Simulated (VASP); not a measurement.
Given:

```yaml
crystal:
  lattice:
    - [0.00000, 2.70500, 2.70500]
    - [2.70500, 0.00000, 2.70500]
    - [2.70500, 2.70500, 0.00000]
  atoms:
    - { symbol: Ce, position: [0.00000, 0.00000, 0.00000] }
    - { symbol: O, position: [0.25000, 0.25000, 0.25000] }
    - { symbol: O, position: [0.75000, 0.75000, 0.75000] }
```

Computed with PBE GGA, VASP's PBE PAW potentials (set 64) (plane waves; VASP). Settings: 520 eV cut-off, KSPACING 0.16 per Å, Gaussian smearing of 0.050 eV, potentials Ce O.

Q: What does the run give for the energy per atom (σ→0), pressure?

A: 
- energy per atom (σ→0): -8736 meV/atom
- pressure: 5.50 GPa

Total energies compare only between runs with the same potentials, cut-off and functional.

The compound is CeO2 in the fluorite structure. The cell was not relaxed at this level. The run is one of a series of settings (KGAMMA = .FALSE., KSPACING = 0.16, KPOINTS file removed against the base run), some of them coarse on purpose. The run is not spin-polarised, so no magnetic state was tried.
